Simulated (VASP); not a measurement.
Here is the system:

```yaml
crystal:
  lattice:
    - [0.00000, 2.45188, 2.45188]
    - [2.45188, 0.00000, 2.45188]
    - [2.45188, 2.45188, 0.00000]
  atoms:
    - { symbol: Y, position: [0.00000, 0.00000, 0.00000] }
    - { symbol: N, position: [0.50000, 0.50000, 0.50000] }
```

These are PW91 GGA, VASP's PBE PAW potentials (set 64) (plane waves; VASP 6.6.1) values and carry that method's errors. Settings: 520 eV cut-off, Gaussian smearing of 0.050 eV, potentials Y_sv N.

Task: Give the energies of bands 6 to 11 at the high-symmetry points, in eV from the valence-band maximum.

Result: 
| band | Γ | X | U | L | W |
|---|---|---|---|---|---|
| 6 | 0.00 | -1.50 | -2.17 | -4.03 | -2.13 |
| 7 | 0.00 | -0.39 | -1.58 | -2.22 | -1.53 |
| 8 | 0.00 | -0.39 | -1.30 | -2.22 | -1.53 |
| 9 | 3.11 | 0.21 | 2.45 | 5.64 | 3.98 |
| 10 | 3.11 | 6.77 | 6.20 | 6.29 | 3.98 |
| 11 | 3.11 | 7.12 | 6.96 | 6.29 | 7.21 |

The gap is indirect, 0.21 eV, from the valence maximum at Γ to the conduction minimum at X.

The compound is YN in the rock salt structure. It was relaxed first.
